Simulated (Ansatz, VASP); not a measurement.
## SrGa2B2 in VASP and in Ansatz

File INCAR:

```
  PREC = Accurate
  ENCUT = 520
  EDIFF = 1E-6
  ISMEAR = -1
  SIGMA = 0.1
  LREAL = False
  LASPH = True
  NELM = 100
  ALGO = Normal
  ISIF = 2
  LWAVE = False
  LCHARG = False
  GGA = PE
  NBANDS = 29
```

The input KPOINTS:

```
regular mesh
0
Gamma
  5 5 4
```

Contents of POSCAR:

```
SrGa2B2
1.0
    2.2179950000      3.8416770000      0.0000000000
   -2.2179950000      3.8416770000      0.0000000000
    0.0000000000      0.0000000000      4.7447680000
Ga B Sr
2 2 1
Direct
    0.3333000000      0.3334000000      0.4656000000
    0.6667000000      0.6666000000      0.5344000000
    0.3333000000      0.3334000000      0.1067000000
    0.6667000000      0.6666000000      0.8933000000
    0.0000000000      0.0000000000      0.0000000000
```

Input for Ansatz:

```yaml
crystal:
  lattice:
    - [2.217995, 3.841677, 0.0]
    - [-2.217995, 3.841677, 0.0]
    - [0.0, 0.0, 4.744768]
  atoms:
    - { symbol: Ga, position: [0.3333, 0.3334, 0.4656] }
    - { symbol: Ga, position: [0.6667, 0.6666, 0.5344] }
    - { symbol: B, position: [0.3333, 0.3334, 0.1067] }
    - { symbol: B, position: [0.6667, 0.6666, 0.8933] }
    - { symbol: Sr, position: [0.0, 0.0, 0.0] }
  symmetry: { tolerance: 0.0003 }
kpoints:
  mp_grid: { grid: [5, 5, 4], shift: [0, 0, 0] }
magnetization:
  spin_polarized: false
scf:
  occupations: { method: fermi_dirac }
hamiltonian:
  pseudopotentials: { kind: paw }
  xc: pbe
basis:
  ecutwfc: 420
output:
  forces: true
  stress: true
  eigenvalues: true
```

The cell was built by a generator and needn't be a form met in nature.

Alike in both runs: task single point; functional PBE; k mesh 5 × 5 × 4; no spin polarisation.

```csv
,VASP,Ansatz
version,VASP 6.6.1,Ansatz 0.2.0
potentials or method,"VASP PAW PBE potentials, release 64 (Ga_d, B, Sr_sv)",PAW plane waves
plane-wave cutoff (eV),520,420
occupations,"fermi-dirac, width 0.1 eV",fermi-dirac
valence electrons in the cell,42,42
```

VASP gave:

```
gap on the k mesh at the Fermi level (eV)       : none
pressure (GPa)                                  : 24.1
largest component of the traceless stress (GPa) : 27.94
rms of the force components (eV/Å)              : 3.868
```

Task: Which values does Ansatz return?

Result: gap on the k mesh at the Fermi level (eV): none; pressure (GPa): 23.8; largest component of the traceless stress (GPa): 28.05; rms of the force components (eV/Å): 3.865.

Atom by atom the forces differ by 0.004 eV/Å (rms over components). A gap of «none» marks a metal or a gap that the smearing closes. Ansatz warned: «structure_snapped_to_symmetry».

Caveats: so large a pressure means that the cell lies far from this level's equilibrium, or that cutoff or potentials fall short (VASP); forces of over 1 eV/Å show positions far from the minimum, so gaps and moduli don't describe the material at rest.
